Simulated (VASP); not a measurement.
```xyz
3
Lattice="0.0000 2.6902 2.7504 2.7134 0.0000 2.7504 2.7134 2.6902 0.0000" Properties=species:S:1:pos:R:3 pbc="T T T"
Si     1.3567     1.3451     1.3752
Si     4.0701     4.0353     4.1256
Ni     0.0668     0.0000     0.0000
```

Computed with PBE GGA + U (Dudarev), VASP's PBE PAW potentials (set 64) (plane waves; VASP). Numerical set-up: 400 eV cut-off, 9×9×9 Γ-centred mesh, first-order Methfessel-Paxton smearing of 0.10 eV, potentials Si Ni, U − J: Ni 6.00 eV.

Q: Give the force on each atom (eV/Å).

A: 
```tsv
atom	Fx	Fy	Fz
Si1	0.249	0.000	0.000
Si2	0.249	0.000	0.000
Ni3	-0.499	0.000	0.000
```

Q: Give the stress tensor in GPa (positive for a compressed cell).

A: 
```
-4.69   0.00   0.00
 0.00  -4.16   0.00
 0.00   0.00  -5.46
```
The pressure is its mean diagonal, -4.77 GPa.

The compound is NiSi2 in the fluorite structure. The cell was not relaxed at this level, atoms are displaced from their ideal sites. The run is one of a series of settings (LDAU = .TRUE., LDAUJ = 0 0, LDAUL = -1 2, LDAUTYPE = 2, LDAUU = 0 6.0 against the base run), some of them coarse on purpose. The run is not spin-polarised, so no magnetic state was tried.
